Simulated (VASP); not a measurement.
These are optB86b-vdW, VASP's PBE PAW potentials (set 64) (plane waves; VASP 6.6.1) values and carry that method's errors.

VASP input:

POSCAR:
```
SnO
1
    3.8404248784     0.0000000000     0.0000000000
    0.0000000000     3.8404248784     0.0000000000
    0.0000000000    -0.0000000000     4.7888942931
Sn O
2 2
Direct
  0.5000000000   1.0000000000   0.7577726866
  1.0000000000   0.5000000000   0.2422273134
  0.5000000000   0.5000000000   0.0000000000
  0.0000000000   0.0000000000   0.0000000000
```

INCAR:
```
! general
SYSTEM  =SnO
PREC    =Accurate
ENCUT   =520
LREAL   =F
LASPH   =T
ICHARG  =11

! electronic loop
EDIFF   =1E-7
NELM    =100
ALGO    =Normal
LMAXMIX =4

! smearing
ISMEAR  =0
SIGMA   =0.05

! functional
GGA     =MK
LUSE_VDW=T
AGGAC   =0.0
PARAM1  =0.1234
PARAM2  =1.0

! output
LWAVE   =F
LCHARG  =F
LORBIT  =11
```

File KPOINTS:
```
k-points along high-symmetry lines
10
Line-mode
Reciprocal
  0.000000   0.000000   0.000000 ! GAMMA
  0.000000   0.500000   0.000000 ! X

  0.000000   0.500000   0.000000 ! X
  0.500000   0.500000   0.000000 ! M

  0.500000   0.500000   0.000000 ! M
  0.000000   0.000000   0.000000 ! GAMMA

  0.000000   0.000000   0.000000 ! GAMMA
  0.000000   0.000000   0.500000 ! Z

  0.000000   0.000000   0.500000 ! Z
  0.000000   0.500000   0.500000 ! R

  0.000000   0.500000   0.500000 ! R
  0.500000   0.500000   0.500000 ! A

  0.500000   0.500000   0.500000 ! A
  0.000000   0.000000   0.500000 ! Z

  0.000000   0.500000   0.000000 ! X
  0.000000   0.500000   0.500000 ! R

  0.500000   0.500000   0.000000 ! M
  0.500000   0.500000   0.500000 ! A
```

POTCAR, in this order: Sn_d O (PBE.64 set). Program: vasp_std. Read from the step before: CHGCAR.

What VASP printed:

OUTCAR:
```
 ion  position               nearest neighbor table
   1  0.500  0.000  0.758-   3 2.24   4 2.24   3 2.24   4 2.24   2 3.57   2 3.57   2 3.57   2 3.57
                             2 3.67   2 3.67   2 3.67   2 3.67
   2  0.000  0.500  0.242-   3 2.24   4 2.24   4 2.24   3 2.24   1 3.57   1 3.57   1 3.57   1 3.57
                             1 3.67   1 3.67   1 3.67   1 3.67
   3  0.500  0.500  0.000-   1 2.24   2 2.24   1 2.24   2 2.24
   4  0.000  0.000  0.000-   1 2.24   2 2.24   2 2.24   1 2.24
  LATTYP: Found a simple tetragonal cell.
 ALAT       =     3.8404248784
 C/A-ratio  =     1.2469699173
 Subroutine PRICEL returns:
 Original cell was already a primitive cell.
 Subroutine GETGRP returns: Found 16 space group operations
The static configuration has the point symmetry D_2d.
 The point group associated with its full space group is D_4h.
The dynamic configuration has the point symmetry D_2d.
 Subroutine INISYM returns: Found 16 space group operations
   k-points           NKPTS =     90   k-points in BZ     NKDIM =     90   number of bands    NBANDS=     24
   number of dos      NEDOS =    301   number of ions     NIONS =      4
   total plane-waves  NPLWV =  32400
   dimension x,y,z NGX =    30 NGY =   30 NGZ =   36
   dimension x,y,z NGXF=    60 NGYF=   60 NGZF=   72
   ions per type =               2   2
   PREC   = accura    normal or accurate (medium, high low for compatibility)
   ISTART =      0    job   : 0-new  1-cont  2-samecut
   ICHARG =     11    charge: 1-file 2-atom 10-const
   ISPIN  =      1    spin polarized calculation?
   LNONCOLLINEAR =      F non collinear calculations
   LSORBIT =      F    spin-orbit coupling
   INIWAV =      1    electr: 0-lowe 1-rand  2-diag
   ENCUT  =  520.0 eV  38.22 Ry    6.18 a.u.   7.14  7.14  8.90*2*pi/ulx,y,z
   NELM   =    100;   NELMIN=  2; NELMDL= -5     # of ELM steps
   EDIFF  = 0.1E-06   stopping-criterion for ELM
   LREAL  =      F    real-space projection
   NLSPLINE    = F    spline interpolate recip. space projectors
   LMAXMIX     =    4 max onsite mixed and CHGCAR
   VOSKOWN=      0    Vosko Wilk Nusair interpolation
   EDIFFG = 0.1E-05   stopping-criterion for IOM
   NSW    =      0    number of steps for IOM
   NBLOCK =      1;   KBLOCK =      1    inner block; outer block
...
```

**OSZICAR**
```
       N       E                     dE             d eps       ncg     rms          rms(c)
DAV:   1     0.395646300477E+03    0.39565E+03   -0.20770E+04  4432   0.258E+03
DAV:   2     0.400121373628E+02   -0.35563E+03   -0.34930E+03  4624   0.586E+02
DAV:   3    -0.110287973449E+02   -0.51041E+02   -0.50207E+02  5328   0.188E+02
DAV:   4    -0.129686519069E+02   -0.19399E+01   -0.19288E+01  4752   0.404E+01
DAV:   5    -0.130259179191E+02   -0.57266E-01   -0.57248E-01  5840   0.698E+00
DAV:   6    -0.130278540775E+02   -0.19362E-02   -0.19361E-02  5648   0.108E+00
DAV:   7    -0.130279187445E+02   -0.64667E-04   -0.64667E-04  6272   0.159E-01
DAV:   8    -0.130279196146E+02   -0.87018E-06   -0.86949E-06  5728   0.188E-02
DAV:   9    -0.130279196359E+02   -0.21272E-07   -0.22217E-07  4000   0.259E-03
   1 F= -.13027920E+02 E0= -.13027497E+02  d E =-.846005E-03
```

### OUTCAR
```
 val. band max:        6.8195057234   @ k =   0.0556   0.0556   0.0000

 cond. band min:       6.9373939252   @ k =   0.5000   0.5000   0.0000



 k-point     1 :       0.0000    0.0000    0.0000
  band No.  band energies     occupation
      1     -14.9812      2.00000
      2     -14.5960      2.00000
      3     -14.5960      2.00000
      4     -14.5894      2.00000
      5     -14.5583      2.00000
      6     -14.5484      2.00000
      7     -14.5022      2.00000
      8     -14.4941      2.00000
      9     -14.4748      2.00000
     10     -14.4748      2.00000
     11     -13.0118      2.00000
     12     -10.4957      2.00000
     13      -0.5596      2.00000
     14       0.1594      2.00000
     15       0.8242      2.00000
     16       0.8242      2.00000
     17       3.5578      2.00000
     18       3.8452      2.00000
     19       3.8452      2.00000
     20       6.8109      1.93381
     21       8.9991      0.00000
     22      11.3966      0.00000
     23      11.3966      0.00000
     24      11.4336      0.00000

 k-point     2 :       0.0000    0.0556    0.0000
  band No.  band energies     occupation
      1     -14.9794      2.00000
      2     -14.5955      2.00000
      3     -14.5952      2.00000
      4     -14.5887      2.00000
      5     -14.5584      2.00000
      6     -14.5473      2.00000
      7     -14.5032      2.00000
      8     -14.5029      2.00000
      9     -14.4756      2.00000
     10     -14.4752      2.00000
     11     -12.9869      2.00000
     12     -10.5105      2.00000
     13      -0.5766      2.00000
     14       0.1664      2.00000
     15       0.8418      2.00000
     16       0.8441      2.00000
     17       3.5090      2.00000
     18       3.8150      2.00000
     19       3.8181      2.00000
     20       6.8161      1.90898
     21       9.0937      0.00000
     22      10.9943      0.00000
     23      11.4158      0.00000
     24      11.6504      0.00000

...
```

The density is held fixed in this step, so its total energy and stress have no physical meaning. Unless said otherwise, spin-orbit coupling is left out, though it shifts the bands of the heavy elements here.

The compound is SnO in the litharge structure. It was relaxed first.
